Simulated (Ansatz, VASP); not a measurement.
AlHg: VASP beside Ansatz

```xyz
2
Lattice="0.0000 3.0685 3.0685 3.0685 0.0000 3.0685 3.0685 3.0685 0.0000" Properties=species:S:1:pos:R:3 pbc="T T T"
Al    0.0000    0.0000    0.0000
Hg    4.6028    4.6028    4.6028
```

The cell was built by a generator and needn't be a form met in nature.

Alike in both runs: task relaxation of cell and atoms; functional PBE; k mesh 6 × 6 × 6; occupations fermi-dirac, width 0.05 eV; no spin polarisation.

|  | VASP | Ansatz |
| --- | --- | --- |
| version | VASP 6.6.1 | Ansatz 0.2.0 |
| potentials or method | VASP PAW PBE potentials, release 64 (Al, Hg) | Ansatz PAW |
| plane-wave cutoff (eV) | 600 | 420 |
| valence electrons in the cell | 15 | 23 |

```csv
,VASP,Ansatz,Ansatz less VASP
"gap on the k mesh at the Fermi level, each at its own relaxed structure (eV)",none,none,-
relaxed volume (Å³/atom),28.89,28.84,-0.054
relaxed cell length with the largest relative difference (Å),4.340,4.337,-0.0027
```

A gap of «none» marks a metal or a gap that the smearing closes. The two sets of potentials don't hold the same shells in valence.

Caveats: the relaxation stopped at its first step, so nothing moved (VASP); the plane-wave basis is chosen anew once the cell has moved, so the energies of steps on either side of that aren't comparable (Ansatz). Spin-orbit coupling is left out, which matters for the levels of Hg.
